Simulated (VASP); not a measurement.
Given:

```xyz
3
Lattice="0.0000 3.2300 3.2300 3.2300 0.0000 3.2300 3.2300 3.2300 0.0000" Properties=species:S:1:pos:R:3 pbc="T T T"
Sr     0.0000     0.0000     0.0000
Cl     1.6150     1.6150     1.6150
Cl     4.8450     4.8450     4.8450
```

Calculation: LDA (Ceperley-Alder, Perdew-Zunger), VASP's LDA PAW potentials (set 64) (plane waves; VASP 6.6.1). Numerical set-up: 500 eV cut-off, 6×6×6 Γ-centred mesh, Gaussian smearing of 0.050 eV, potentials Sr_sv Cl.

Energy and stress use the plane-wave basis of the starting cell.

**Question.** The ions, cell shape and volume at an external pressure of 20.0 GPa are relaxed. Give the cell that the relaxation ends in.

**Answer.** 
```xyz
3
Lattice="0.0000 3.1273 3.1273 3.1273 0.0000 3.1273 3.1273 3.1273 0.0000" Properties=species:S:1:pos:R:3 pbc="T T T"
Sr     3.1273     6.2545     3.1273
Cl     1.5636     1.5636     1.5636
Cl     4.6909     4.6909     4.6909
```
Space group Fm-3m (225), at a tolerance of 0.03 Å.

**Question.** How do energy and volume change from the first to the last step?

**Answer.** The energy (σ→0) changes by +189.0 meV/atom and the volume by -9.2 %, in 4 ionic steps.

The compound is SrCl2 in the fluorite structure. This run relaxes it under an external pressure of 20 GPa. Symmetry was kept, so distortions that lower it aren't found.
